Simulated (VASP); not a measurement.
An input for Quantum ESPRESSO's pw.x (written as the equivalent of a VASP run, and not itself run):

```
&CONTROL
  calculation = 'scf'
  pseudo_dir = './pseudo'
  outdir = './out'
  tprnfor = .true.
  tstress = .true.
/
&SYSTEM
  ibrav = 0
  nat = 2
  ntyp = 2
  ecutwfc = 88
  occupations = 'smearing'
  smearing = 'gaussian'
  degauss = 0.003675
  input_dft = 'pbe'
/
&ELECTRONS
  conv_thr = 7.3e-08
  electron_maxstep = 100
/
ATOMIC_SPECIES
  Na 22.990 Na.upf
  F 18.998 F.upf
CELL_PARAMETERS angstrom
     0.0000000    2.3150000    2.3150000
     2.3150000    0.0000000    2.3150000
     2.3150000    2.3150000    0.0000000
ATOMIC_POSITIONS crystal
  Na   0.0000000  0.0000000  0.0000000
  F    0.5000000  0.5000000  0.5000000
K_POINTS automatic
  7 7 7 0 0 0
```

Question: Translate this input to VASP (INCAR, KPOINTS, POSCAR, choice of POTCAR).

Answer: Several could match; the one computed here: 
**POSCAR**
```
NaF
1
    0.0000000000     2.3150000000     2.3150000000
    2.3150000000     0.0000000000     2.3150000000
    2.3150000000     2.3150000000     0.0000000000
Na F
1 1
Direct
  0.0000000000   0.0000000000   0.0000000000
  0.5000000000   0.5000000000   0.5000000000
```

### INCAR
```
NELM  =  100   ! most electronic steps
ISIF  =  2   ! forces and stress, cell fixed
ENCUT  =  520   ! plane-wave cut-off (eV)
ALGO  =  Normal   ! blocked Davidson
GGA  =  PE
LCHARG  =  .False.
ISMEAR  =  0   ! Gaussian
EDIFF  =  1E-6
SIGMA  =  0.05
LWAVE  =  .False.
LREAL  =  .False.
PREC  =  Accurate
SYSTEM  =  NaF
LASPH  =  .True.   ! aspherical one-centre terms
```

File KPOINTS:
```
kpoints
0
G
  7 7 7
```

POTCAR, in this order: Na_pv F (PBE.64 set). Program: vasp_std.

Limits of the translation: the potentials are each code's own (VASP's PAW set, PseudoDojo norm-conserving files in pw.x), so ENCUT and ecutwfc are chosen apart and not converted; conv_thr bounds pw.x's estimated SCF error, while EDIFF bounds the energy change between steps.

The compound is NaF in the rock salt structure. The cell was not relaxed at this level.
